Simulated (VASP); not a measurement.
A convergence study with VASP on Ba (bcc): one setting is varied, all else stays as given below, so the limit is that of these other settings.

```xyz
1
Lattice="-2.5100 2.5100 2.5100 2.5100 -2.5100 2.5100 2.5100 2.5100 -2.5100" Properties=species:S:1:pos:R:3 pbc="T T T"
Ba     0.0000     0.0000     0.0000
```

Method: PBE GGA, VASP's PBE PAW potentials (set 64) (plane waves; VASP). The tightest run used: 550 eV cut-off, 20×20×20 Γ-centred mesh, first-order Methfessel-Paxton smearing of 0.10 eV, potentials Ba_sv.

```json
[
 {"setting": "1×1×1 mesh", "E (eV/atom)": "-4.8128", "pressure (GPa)": "5.14", "irreducible k-points": "1"},
 {"setting": "2×2×2 mesh", "E (eV/atom)": "-2.5319", "pressure (GPa)": "-4.11", "irreducible k-points": "3"},
 {"setting": "3×3×3 mesh", "E (eV/atom)": "-1.7978", "pressure (GPa)": "-0.69", "irreducible k-points": "4"},
 {"setting": "4×4×4 mesh", "E (eV/atom)": "-1.9042", "pressure (GPa)": "0.27", "irreducible k-points": "8"},
 {"setting": "5×5×5 mesh", "E (eV/atom)": "-1.9129", "pressure (GPa)": "-0.18", "irreducible k-points": "10"},
 {"setting": "6×6×6 mesh", "E (eV/atom)": "-1.8998", "pressure (GPa)": "0.19", "irreducible k-points": "16"},
 {"setting": "7×7×7 mesh", "E (eV/atom)": "-1.9009", "pressure (GPa)": "0.15", "irreducible k-points": "20"}
]
```

Question: These are the cheaper rows. Estimate the results at 20×20×20 mesh, and how far the last row shown lies from them.

Answer: 
| quantity | tightest run | last row shown is off by |
|---|---|---|
| E (eV/atom) | -1.9082 | 0.0073 |
| pressure (GPa) | 0.04 | 0.11 |

Left out are rungs that failed or repeat a setting and relaxations that didn't move; long series are thinned to 24 rows.

The compound is Ba in the bcc structure. The cell was not relaxed at this level.
